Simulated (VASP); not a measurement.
Calculation: PBE GGA, VASP's PBE PAW potentials (set 64) (plane waves; VASP).

A VASP calculation is set up with these files.

**KPOINTS**
```
K-points
0
gamma
 4 4 2
```

### INCAR
```
ALGO=Normal
EDIFF=1E-6
ENCUT=400
GGA=PE
ISIF=2
ISMEAR=0
LASPH=T
LCHARG=F
LMAXMIX=4
LREAL=F
LWAVE=F
NELM=100
PREC=Accurate
SIGMA=0.05
SYSTEM=SnSe2
```

File POSCAR:
```
SnSe2
12.52560
  0.1551302932  -0.2686935556   0.0000000000
  0.1551302932   0.2686935556   0.0000000000
  0.0000000000   0.0000000000   0.5000000000
Sn Se
1 2
Direct
  0.0000000000   0.0000000000   0.0000000000
  0.3333330000   0.6666670000   0.2500000000
  0.6666670000   0.3333330000   0.7500000000
```

POTCAR, in this order: Sn_d Se (PBE.64 set). Program: vasp_std.

Task: Predict the energy per atom (σ→0), pressure, largest force.

Result: 
| Item | Value |
|---|---|
| energy per atom (σ→0) | -3.922 eV/atom |
| pressure | 1.35 GPa |
| largest force | 0.148 eV/Å |

OSZICAR:
```
...
DAV:   6    -0.117791095302E+02    0.26570E+00   -0.67243E-01   402   0.872E+00    0.311E+00
DAV:   7    -0.117642995914E+02    0.14810E-01   -0.15887E-01   322   0.273E+00    0.103E+00
DAV:   8    -0.117647020696E+02   -0.40248E-03   -0.13038E-02   347   0.115E+00    0.279E-01
DAV:   9    -0.117653565184E+02   -0.65445E-03   -0.15614E-03   345   0.324E-01    0.845E-02
DAV:  10    -0.117653701527E+02   -0.13634E-04   -0.11962E-04   373   0.842E-02    0.338E-02
DAV:  11    -0.117654106041E+02   -0.40451E-04   -0.61839E-05   286   0.488E-02    0.100E-02
DAV:  12    -0.117654106730E+02   -0.68981E-07   -0.28206E-06   282   0.140E-02
   1 F= -.11765411E+02 E0= -.11765411E+02  d E =-.174053E-13
```

The compound is SnSe2 in the 1T layered structure. The cell was not relaxed at this level. The k-mesh is coarse (spacing up to 0.50 per Å, 2π included), so the numbers may not be converged in it. The run is one of a series of settings (KPOINTS 4×4×2 Γ-centred mesh against the base run), some of them coarse on purpose.
